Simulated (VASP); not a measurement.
Runs of VASP 6.6.1 on LiYHg. It takes space group P4/mmm (No. 123, tetragonal). Conventional cell: a = 4.218 Å, b = 4.218 Å, c = 5.251 Å, α = 90.00°, β = 90.00°, γ = 90.00°. Li (site symmetry 4/mmm) has 2 Hg at 2.63 Å as nearest neighbours. Y (site symmetry 4/mmm) is surrounded by 4 Hg at 2.98 Å. Hg (site symmetry 4/mmm) has 2 Li at 2.63 Å and 4 Y at 2.98 Å as nearest neighbours. The cell was built by a generator and needn't be a form met in nature.

```csv
potentials or basis,gap on the mesh (eV),pressure (GPa),relaxed volume (Å³/atom)
"VASP PAW PBE potentials, release 54 (Li_sv, Y_sv, Hg)",none,0.0,31.08
"VASP PAW PBE potentials, release 64 (Li_sv, Y_sv, Hg)",none,0.0,31.08
"VASP PAW PBE potentials, release 64 (Li_GW, Y_sv_GW, Hg_sv_GW)",none,0.0,31.02
"VASP PAW PBE potentials, release 64 (Li, Y_sv, Hg)",none,0.0,31.14
"VASP PAW PBE potentials, release 54 (Li, Y_sv, Hg)",none,0.0,31.14
"VASP PAW PBE potentials, release 64 (Li_sv_GW, Y_sv_GW, Hg_sv_GW)",none,0.0,(a)
```

Alike in all rows: task relaxation of cell and atoms; level PBE; no spin polarisation; cell relaxed; k mesh 6 × 6 × 5; cutoff (eV) 600; smearing fermi-dirac 0.05 eV.

Question: Fill in the values left out.

Answer: (a) 30.97.

Caveats: the cutoff is under 1.25 times the usual one of these potentials, so pressure, stress and relaxed cells hold a basis-set (Pulay) error (some runs).

A k mesh can miss the band edges, and the runs leave out spin-orbit coupling on Hg, Y.

A gap of «none» marks a metal or a gap under the smearing width.

The runs don't all hold the same shells in valence.
